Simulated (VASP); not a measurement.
Given:

```yaml
crystal:
  lattice:
    - [0.00000, 3.14980, 3.14980]
    - [3.14980, 0.00000, 3.14980]
    - [3.14980, 3.14980, 0.00000]
  atoms:
    - { symbol: C, position: [0.00000, 0.00000, 0.00000] }
    - { symbol: Ru, position: [0.50000, 0.50000, 0.50000] }
    - { symbol: Ru, position: [0.25000, 0.25000, 0.25000] }
    - { symbol: Ru, position: [0.75000, 0.75000, 0.75000] }
```

Method: PBE GGA, VASP's PBE PAW potentials (set 64) (plane waves; VASP). Run with 520 eV cut-off, 6×6×6 Γ-centred mesh, Gaussian smearing of 0.050 eV, potentials C Ru_pv.

Estimate the energy per atom (σ→0), pressure, band gap (on the k-mesh) with the smallest direct gap where there is one.

The band gap (on the k-mesh) is none (metal, semimetal or under 0.01 eV), the energy per atom (σ→0) is -7.476 eV/atom and the pressure is -36.10 GPa.

Total energies compare only between runs with the same potentials, cut-off and functional.

The structure was generated: Ru3C was put into the D03 type (Fm-3m), which need not be its known phase. The cell was not relaxed at this level.
